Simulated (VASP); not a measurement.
Input for VASP

**INCAR**
```
! general
SYSTEM =KI
PREC   =Accurate
ENCUT  =520   ! plane-wave cut-off (eV)
LREAL  =.FALSE.
LASPH  =.TRUE.   ! aspherical one-centre terms

! electronic loop
EDIFF  =1E-6
NELM   =100   ! most electronic steps
ALGO   =Normal   ! blocked Davidson
LMAXMIX=4   ! l cut-off of mixed one-centre charges
LMIXTAU=.TRUE.

! smearing
ISMEAR =0   ! Gaussian
SIGMA  =0.05   ! width (eV)

! functional
METAGGA=R2SCAN

! ions
IBRION =2
NSW    =60   ! most ionic steps
ISIF   =3
EDIFFG =-0.01

! output
LWAVE  =.FALSE.
LCHARG =.FALSE.
```

KPOINTS:
```
Automatic mesh
0
Gamma
6 6 6
0 0 0
```

**POSCAR**
```
KI
1.0
  0.0000000000   3.5350000000   3.5350000000
  3.5350000000   0.0000000000   3.5350000000
  3.5350000000   3.5350000000   0.0000000000
K I
1 1
Cartesian
  0.0000000000   0.0000000000   0.0000000000
  3.5350000000   3.5350000000   3.5350000000
```

POTCAR, in this order: K_sv I (PBE.64 set). Program: vasp_std.

Problem. Translate this r2SCAN calculation to Ansatz.

Solution. One equivalent input (not run):
Ansatz 0.2 input:
```yaml
crystal:
  lattice:
    - [0.0000000, 3.5350000, 3.5350000]
    - [3.5350000, 0.0000000, 3.5350000]
    - [3.5350000, 3.5350000, 0.0000000]
  atoms:
    - { symbol: K, position: [0.0000000, 0.0000000, 0.0000000] }
    - { symbol: I, position: [0.5000000, 0.5000000, 0.5000000] }
kpoints:
  mp_grid: { grid: [6, 6, 6] }
hamiltonian:
  xc: r2scan
  pseudopotentials: { kind: paw }
scf:
  occupations: { method: gaussian, width: 0.05 }
  max_iter: 100
relax:
  max_steps: 60
  f_tol: 0.01
  cell: {}
output: { forces: true, stress: true, eigenvalues: true }
```
What does not carry over: each code has its own PAW files, so the cut-off isn't converted (ENCUT is set for VASP's; basis.ecutwfc is left out, and Ansatz then takes the one that its files recommend); Ansatz stops its SCF on the density residual and VASP on the energy change (EDIFF).

The compound is KI in the rock salt structure. This run relaxes it. Symmetry was kept, so distortions that lower it aren't found.
